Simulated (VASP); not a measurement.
A convergence study with VASP on WSe2 (2H layered): one setting is varied, all else stays as given below, so the limit is that of these other settings. Each run relaxes cell and ions from the cell shown.

```
WSe2
1.0
    1.64000    -2.84056     0.00000
    1.64000     2.84056     0.00000
    0.00000     0.00000    12.96000
W Se
2 4
Direct
  0.33333   0.66667   0.25000
  0.66667   0.33333   0.75000
  0.33333   0.66667   0.87900
  0.66667   0.33333   0.37900
  0.66667   0.33333   0.12100
  0.33333   0.66667   0.62100
```

Computed with LDA (Ceperley-Alder, Perdew-Zunger), VASP's LDA PAW potentials (set 64) (plane waves; VASP). The tightest run used: 550 eV cut-off, 12×12×3 Γ-centred mesh, Gaussian smearing of 0.050 eV, potentials W_sv Se.

The settings run are 2×2×1 mesh; 3×3×1 mesh; 4×4×1 mesh; 5×5×1 mesh; 6×6×1 mesh; 8×8×2 mesh; 9×9×2 mesh; 10×10×2 mesh; 11×11×2 mesh; 12×12×3 mesh. From which on does the relaxed volume stay within 0.02 Å³/atom of the tightest run?

From 8×8×2 mesh on: it is off by 0.002 there and by no more than 0.02 in any finer run, while 6×6×1 mesh is off by 0.329.
```csv
setting,relaxed volume (Å³/atom),E (eV/atom),irreducible k-points,difference judged (Å³/atom)
2×2×1 mesh,20.979,-7.7122,2,1.369
3×3×1 mesh,20.551,-8.0668,3,0.942
4×4×1 mesh,19.950,-8.0923,4,0.341
5×5×1 mesh,19.944,-8.0738,5,0.334
6×6×1 mesh,19.938,-8.0736,7,0.329
8×8×2 mesh,19.612,-8.0821,20,0.002
9×9×2 mesh,19.613,-8.0822,24,0.003
10×10×2 mesh,19.613,-8.0822,28,0.003
11×11×2 mesh,19.616,-8.0822,32,0.007
12×12×3 mesh,19.610,-8.0823,38,0.000
```

Left out are rungs that failed or repeat a setting and relaxations that didn't move; long series are thinned to 24 rows.

The compound is WSe2 in the 2H layered structure.
